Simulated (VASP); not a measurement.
Output of a VASP run:

OUTCAR:
```
 ion  position               nearest neighbor table
   1  0.125  0.125  0.125-   2 2.23   3 2.23   4 2.23   4 2.23   3 2.23   2 2.23   5 2.61   6 2.61
                             5 2.61   6 2.61   5 2.61   6 2.61
   2  0.625  0.125  0.125-   1 2.23   4 2.23   3 2.23   1 2.23   3 2.23   4 2.23   6 2.61   5 2.61
                             6 2.61   5 2.61   6 2.61   5 2.61
   3  0.125  0.625  0.125-   1 2.23   4 2.23   1 2.23   2 2.23   4 2.23   2 2.23   5 2.61   6 2.61
                             6 2.61   5 2.61   6 2.61   5 2.61
   4  0.125  0.125  0.625-   1 2.23   1 2.23   2 2.23   3 2.23   3 2.23   2 2.23   6 2.61   5 2.61
                             5 2.61   6 2.61   5 2.61   6 2.61
   5  0.750  0.750  0.750-   4 2.61   1 2.61   2 2.61   3 2.61   2 2.61   3 2.61   1 2.61   2 2.61
                             4 2.61   1 2.61   3 2.61   4 2.61   6 2.73   6 2.73   6 2.73   6 2.73
   6  0.500  0.500  0.500-   3 2.61   2 2.61   1 2.61   4 2.61   1 2.61   4 2.61   4 2.61   2 2.61
                             3 2.61   2 2.61   3 2.61   1 2.61   5 2.73   5 2.73   5 2.73   5 2.73
  LATTYP: Found a face centered cubic cell.
 ALAT       =     6.2995640000
 Subroutine PRICEL returns:
 Original cell was already a primitive cell.
 Subroutine GETGRP returns: Found 48 space group operations
The static configuration has the point symmetry T_d .
 The point group associated with its full space group is O_h .
The dynamic configuration has the point symmetry T_d .
The overall configuration has the point symmetry T_d .
 Subroutine INISYM returns: Found 48 space group operations
 Subroutine IBZKPT returns following result:
 Found     10 irreducible k-points:

 Following reciprocal coordinates:
            Coordinates               Weight
  0.000000  0.000000  0.000000      1.000000
  0.200000  0.000000  0.000000      8.000000
  0.400000  0.000000  0.000000      8.000000
  0.200000  0.200000  0.000000      6.000000
  0.400000  0.200000  0.000000     24.000000
 -0.400000  0.200000  0.000000     24.000000
 -0.200000  0.200000  0.000000     12.000000
  0.400000  0.400000  0.000000      6.000000
 -0.400000  0.400000  0.000000     12.000000
 -0.400000  0.400000  0.200000     24.000000
   k-points           NKPTS =     10   k-points in BZ     NKDIM =     10   number of bands    NBANDS=     42
   number of dos      NEDOS =    301   number of ions     NIONS =      6
   total plane-waves  NPLWV =  21952
   dimension x,y,z NGX =    28 NGY =   28 NGZ =   28
   dimension x,y,z NGXF=    56 NGYF=   56 NGZF=   56
   ions per type =               4   2
   PREC   = accura    normal or accurate (medium, high low for compatibility)
   ISTART =      0    job   : 0-new  1-cont  2-samecut
   ICHARG =      2    charge: 1-file 2-atom 10-const
   ISPIN  =      2    spin polarized calculation?
   LNONCOLLINEAR =      F non collinear calculations
   LSORBIT =      F    spin-orbit coupling
   INIWAV =      1    electr: 0-lowe 1-rand  2-diag
   ENCUT  =  300.0 eV  22.05 Ry    4.70 a.u.   6.29  6.29  6.29*2*pi/ulx,y,z
   NELM   =    100;   NELMIN=  2; NELMDL= -5     # of ELM steps
   EDIFF  = 0.1E-05   stopping-criterion for ELM
   LREAL  =      F    real-space projection
   NLSPLINE    = F    spline interpolate recip. space projectors
   LMAXMIX     =    4 max onsite mixed and CHGCAR
   VOSKOWN=      0    Vosko Wilk Nusair interpolation
   EDIFFG = 0.1E-04   stopping-criterion for IOM
   NSW    =      0    number of steps for IOM
   NBLOCK =      1;   KBLOCK =      1    inner block; outer block
   IBRION =     -1    ionic relax: 0-MD 1-quasi-New 2-CG
   NFREE  =      0    steps in history (QN), initial steepest desc. (CG)
   ISIF   =      2    stress and relaxation
   ISYM   =      2    0-nonsym 1-usesym 2-fastsym
   TEIN   =    0.0    initial temperature
   TEBEG  =    0.0;   TEEND  =   0.0 temperature during run
   SMASS  =  -3.00    Nose mass-parameter (am)
   PSTRESS=    0.0 pullay stress
   NELECT =      60.0000    total number of electrons
   EFERMI =   0.00;   METHOD = LEGACY
   ISMEAR =    -1;   SIGMA  =   0.10  broadening in eV -4-tet -1-fermi 0-gaus
   IALGO  =     38    algorithm
   LDIAG  =      T    sub-space diagonalisation (order eigenvalues)
   IMIX   =      4    mixing-type and parameters
     AMIX     =   0.40;   BMIX     =  1.00
     AMIX_MAG =   1.60;   BMIX_MAG =  1.00
     AMIN     =   0.10
   GGA     = PE    functional components
   VOSKOWN =     0    Vosko Wilk Nusair interpolation
...
```

OSZICAR:
```
       N       E                     dE             d eps       ncg     rms          rms(c)
DAV:   1     0.346548970941E+03    0.34655E+03   -0.18357E+04  1680   0.147E+03
DAV:   2    -0.157046709350E+01   -0.34812E+03   -0.32561E+03  1680   0.328E+02
DAV:   3    -0.298696912740E+02   -0.28299E+02   -0.27466E+02  1758   0.116E+02
DAV:   4    -0.303113924215E+02   -0.44170E+00   -0.44121E+00  1832   0.161E+01
DAV:   5    -0.303243957877E+02   -0.13003E-01   -0.13003E-01  2432   0.205E+00    0.271E+01
DAV:   6    -0.301863638071E+02    0.13803E+00   -0.20528E+01  1868   0.578E+01    0.116E+01
DAV:   7    -0.287692992643E+02    0.14171E+01   -0.70103E+00  1906   0.691E+01    0.976E+00
DAV:   8    -0.285659138131E+02    0.20339E+00   -0.10994E+00  1892   0.127E+01    0.364E+00
DAV:   9    -0.285219966195E+02    0.43917E-01   -0.12689E-01  1902   0.322E+00    0.119E+00
DAV:  10    -0.285204565801E+02    0.15400E-02   -0.72737E-03  1862   0.676E-01    0.438E-01
DAV:  11    -0.285198720577E+02    0.58452E-03   -0.93345E-04  2110   0.341E-01    0.121E-01
DAV:  12    -0.285198711993E+02    0.85843E-06   -0.64640E-04  1982   0.175E-01    0.481E-02
DAV:  13    -0.285198543069E+02    0.16892E-04   -0.47875E-05  1840   0.623E-02    0.196E-02
DAV:  14    -0.285198533135E+02    0.99345E-06   -0.35190E-05  2104   0.306E-02    0.119E-02
DAV:  15    -0.285198517284E+02    0.15851E-05   -0.23027E-06  1192   0.188E-02    0.591E-03
DAV:  16    -0.285198509343E+02    0.79409E-06   -0.32445E-07   886   0.553E-03
   1 F= -.28519851E+02 E0= -.28400895E+02  d E =-.237912E+00  mag=     4.8923
```

### OUTCAR
```
------------------------ aborting loop because EDIFF is reached ----------------------------------------
  FORCE on cell =-STRESS in cart. coord.  units (eV):
  Direction    XX          YY          ZZ          XY          YZ          ZX
  --------------------------------------------------------------------------------------
  Total       15.0809086     15.0809086     15.0809086      0.0000000      0.0000000      0.0000000
  in kB      386.6042334    386.6042334    386.6042334      0.0000000      0.0000000      0.0000000
  external PRESSURE =     386.6042334 kB  Pullay stress =       0.0000000 kB
  volume of cell :       62.50
      direct lattice vectors                 reciprocal lattice vectors
     0.000000000  3.149782000  3.149782000    -0.158741145  0.158741145  0.158741145
     3.149782000  0.000000000  3.149782000     0.158741145 -0.158741145  0.158741145
     3.149782000  3.149782000  0.000000000     0.158741145  0.158741145 -0.158741145
 POSITION                                       TOTAL-FORCE (eV/Angst)
 -----------------------------------------------------------------------------------
      0.78745      0.78745      0.78745         0.000000     -0.000000     -0.000000
      0.78745      2.36234      2.36234         0.000000     -0.000000     -0.000000
      2.36234      0.78745      2.36234         0.000000     -0.000000     -0.000000
      2.36234      2.36234      0.78745         0.000000     -0.000000     -0.000000
      4.72467      4.72467      4.72467        -0.000000     -0.000000     -0.000000
      3.14978      3.14978      3.14978         0.000000      0.000000      0.000000
 -----------------------------------------------------------------------------------
    total drift:                                0.000000      0.000000      0.000000
  FREE ENERGIE OF THE ION-ELECTRON SYSTEM (eV)
  ---------------------------------------------------
  free  energy   TOTEN  =       -28.5198509343 eV

  energy  without entropy=      -28.2819388349  energy(sigma->0) =      -28.40089488

 total charge

# of ion       s       p       d       tot
------------------------------------------
    1        0.569   0.639   7.446   8.653
    2        0.569   0.639   7.446   8.653
    3        0.569   0.639   7.446   8.653
    4        0.569   0.639   7.446   8.653
    5        0.568   0.593   9.763  10.924
    6        0.568   0.593   9.763  10.924
--------------------------------------------------
tot          3.411   3.742  49.309  56.462

 magnetization (x)

# of ion       s       p       d       tot
------------------------------------------
    1       -0.004  -0.015   1.264   1.245
    2       -0.004  -0.015   1.264   1.245
    3       -0.004  -0.015   1.264   1.245
    4       -0.004  -0.015   1.264   1.245
    5       -0.005  -0.039  -0.004  -0.047
    6       -0.005  -0.039  -0.004  -0.047
--------------------------------------------------
tot         -0.024  -0.138   5.047   4.885
```
(Selected blocks of OUTCAR.)

File POSCAR:
```
ZnCo2
1
    0.0000000000     3.1497820000     3.1497820000
    3.1497820000     0.0000000000     3.1497820000
    3.1497820000     3.1497820000     0.0000000000
Co Zn
4 2
Direct
  0.1250000000   0.1250000000   0.1250000000
  0.6250000000   0.1250000000   0.1250000000
  0.1250000000   0.6250000000   0.1250000000
  0.1250000000   0.1250000000   0.6250000000
  0.7500000000   0.7500000000   0.7500000000
  0.5000000000   0.5000000000   0.5000000000
```

Write an INCAR and KPOINTS that could have produced this output.

Several could match; the one computed here: the input of the run itself, PBE GGA, plane waves, VASP's PBE PAW potentials (set 64).

**KPOINTS**
```
Automatic mesh
0
Gamma
  5 5 5
```

### INCAR
```
! general
SYSTEM  = ZnCo2
PREC    = Accurate
ENCUT   = 300
LREAL   = F   ! projection in real space or not
LASPH   = T   ! aspherical one-centre terms

! electronic loop
EDIFF   = 1E-6
NELM    = 100   ! most electronic steps
ALGO    = Normal   ! blocked Davidson
LMAXMIX = 4

! smearing
ISMEAR  = -1   ! Fermi-Dirac
SIGMA   = 0.1   ! width (eV)

! functional
GGA     = PE   ! PBE

! spin
ISPIN   = 2
MAGMOM  = 3.0 3.0 3.0 3.0 0.0 0.0

! ions
ISIF    = 2   ! forces and stress, cell fixed

! output
LWAVE   = F
LCHARG  = F
LORBIT  = 11
```

POTCAR, in this order: Co Zn (PBE.64 set). Program: vasp_std.

At this cut-off the stress carries a Pulay error, which pulls relaxed volumes low.

The structure was generated: ZnCo2 was put into an ordered model structure, which need not be its known phase. The cell was not relaxed at this level. The k-mesh is coarse (spacing up to 0.35 per Å, 2π included), so the numbers may not be converged in it.
